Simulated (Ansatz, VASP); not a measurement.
## One calculation of ZrF, two programs

```xyz
2
Lattice="1.4702 -2.0800 0.0000 1.4702 2.0800 0.0000 0.0000 0.0000 4.1768" Properties=species:S:1:pos:R:3 pbc="T T T"
Zr    1.4702    0.0000    2.0884
F     0.0000    0.0000    0.0000
```

Change from the starting cell: species swapped into the MoW type (Cmmm, No. 65).

Alike in both runs: task relaxation of cell and atoms; functional PBE; k mesh 8 × 8 × 4; occupations gaussian, width 0.1 eV; no spin polarisation.

|  | VASP | Ansatz |
| --- | --- | --- |
| version | VASP 6.6.1 | Ansatz 0.2.0 |
| potentials or method | VASP PAW PBE potentials, release 64 (Zr_sv, F) | scalar-relativistic, plane waves, PAW |
| plane-wave cutoff (eV) | 600 | 420 |
| valence electrons in the cell | 19 | 19 |

Ansatz gave:

| Quantity | Value |
| --- | --- |
| gap on the k mesh at the Fermi level, each at its own relaxed structure (eV) | none |
| relaxed volume (Å³/atom) | 16.27 |
| relaxed cell length with the largest relative difference (Å) | 3.358 |
| energy change over the relaxation (meV/atom) | -752 |

Q: What did VASP give for the same quantities?

A: gap on the k mesh at the Fermi level, each at its own relaxed structure (eV): none; relaxed volume (Å³/atom): 15.22; relaxed cell length with the largest relative difference (Å): 3.164; energy change over the relaxation (meV/atom): -644.

A gap of «none» marks a metal or a gap that the smearing closes. One of these differences is far larger than is usual between the two programs; its cause wasn't traced.

Caveats: the k mesh is coarse (spacing up to 0.38 Å⁻¹), so the values aren't converged; the volume moved by over 15 % at a fixed basis, so the end points are rough (VASP); an odd number of electrons without spin polarisation forces a metal; a magnetic or distorted state may lie lower.
